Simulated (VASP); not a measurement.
Here is the system:

```
CELL_PARAMETERS angstrom
      0.00000     3.04317     3.04317
      3.04317     0.00000     3.04317
      3.04317     3.04317     0.00000
ATOMIC_POSITIONS crystal
  Al 0.25000 0.25000 0.25000
  Al 0.75000 0.75000 0.75000
  Au 0.00000 0.00000 0.00000
```

Computed with PBE GGA, VASP's PBE PAW potentials (set 64) (plane waves; VASP 6.6.1). Settings: 300 eV cut-off, 9×9×9 Γ-centred mesh, Fermi-Dirac smearing of 0.10 eV, potentials Al Au.

### Question
Give the energies of bands 1 to 11 at the high-symmetry points, in eV from the Fermi level.

### Answer

```json
[
 {"band": "1", "Γ": "-10.27", "X": "-7.09", "U": "-7.18", "L": "-8.28", "W": "-6.85"},
 {"band": "2", "Γ": "-6.39", "X": "-6.85", "U": "-6.62", "L": "-6.31", "W": "-6.85"},
 {"band": "3", "Γ": "-6.39", "X": "-6.13", "U": "-6.36", "L": "-6.16", "W": "-6.11"},
 {"band": "4", "Γ": "-6.39", "X": "-5.63", "U": "-5.73", "L": "-6.16", "W": "-6.07"},
 {"band": "5", "Γ": "-5.48", "X": "-5.63", "U": "-5.43", "L": "-5.37", "W": "-5.63"},
 {"band": "6", "Γ": "-5.48", "X": "-5.20", "U": "-5.39", "L": "-5.37", "W": "-5.07"},
 {"band": "7", "Γ": "1.91", "X": "-4.90", "U": "-4.54", "L": "-5.32", "W": "-3.96"},
 {"band": "8", "Γ": "2.92", "X": "-2.04", "U": "-3.34", "L": "0.36", "W": "-3.96"},
 {"band": "9", "Γ": "2.92", "X": "-2.04", "U": "-1.33", "L": "0.36", "W": "-2.14"},
 {"band": "10", "Γ": "2.92", "X": "1.00", "U": "1.68", "L": "3.18", "W": "3.93"},
 {"band": "11", "Γ": "3.70", "X": "2.05", "U": "4.24", "L": "3.24", "W": "3.93"}
]
```

It has no gap at this level: it comes out as a metal or semimetal.

The structure comes from a computed database's Al2Au entry; how it stands against other phases isn't given here. The cell was not relaxed at this level. The electron count is odd and the run is not spin-polarised, which forces a metal.
